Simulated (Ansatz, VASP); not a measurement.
# BaSi3: VASP beside Ansatz

INCAR

```
ALGO = Normal
EDIFF = 1E-7
ENCUT = 520
GGA = PE
ISIF = 2
ISMEAR = 0
LASPH = True
LCHARG = False
LREAL = False
LWAVE = False
NBANDS = 19
NELM = 80
PREC = Accurate
SIGMA = 0.05
```

The input KPOINTS:

```
k-points
0
Gamma
  8 8 8
```

Contents of POSCAR:

```
BaSi3
1.0
    4.4872196948      0.0000000000      0.0000000000
    0.0000000000      4.4872196948      0.0000000000
    0.0000000000      0.0000000000      4.4872196948
Ba Si
1 3
Direct
    0.0000000000      0.0000000000      0.0000000000
    0.0000000000      0.5000000000      0.5000000000
    0.5000000000      0.5000000000      0.0000000000
    0.5000000000      0.0000000000      0.5000000000
```

Input for Ansatz:

```yaml
crystal:
  lattice:
    - [4.4872196948, 0.0, 0.0]
    - [0.0, 4.4872196948, 0.0]
    - [0.0, 0.0, 4.4872196948]
  atoms:
    - { symbol: Ba, position: [0.0, 0.0, 0.0] }
    - { symbol: Si, position: [0.0, 0.5, 0.5] }
    - { symbol: Si, position: [0.5, 0.5, 0.0] }
    - { symbol: Si, position: [0.5, 0.0, 0.5] }
basis:
  ecutwfc: 420
  ecutrho_ratio: 4
kpoints:
  mp_grid: { grid: [8, 8, 8] }
hamiltonian:
  xc: pbe
scf:
  occupations: { method: gaussian, width: 0.05 }
  n_extra_bands: 1
output:
  forces: true
  stress: true
  write_density: true
  write_potential: true
  elf: true
  volumetric_format: npy
```

The cell comes from a database or a generator and needn't be the stable form of this composition.

Alike in both runs: task single point; functional PBE; k mesh 8 × 8 × 8; occupations gaussian, width 0.05 eV; no spin polarisation.

```csv
,VASP,Ansatz
version,VASP 6.6.1,Ansatz 0.2.0
potentials or method,"VASP PAW PBE potentials, release 64 (Ba_sv, Si)","scalar-relativistic, plane waves, PAW"
plane-wave cutoff (eV),520,420
valence electrons in the cell,22,22
```

Ansatz gave:

* gap on the k mesh at the Fermi level (eV): none
* pressure (GPa): 0.0

Problem. What did VASP give for the same quantities?

Solution. gap on the k mesh at the Fermi level (eV): none; pressure (GPa): 0.8.

A gap of «none» marks a metal or a gap that the smearing closes. The functional is the same, so the differences come from potentials, cutoffs and numerics.

Spin-orbit coupling is left out, which matters for the levels of Ba.
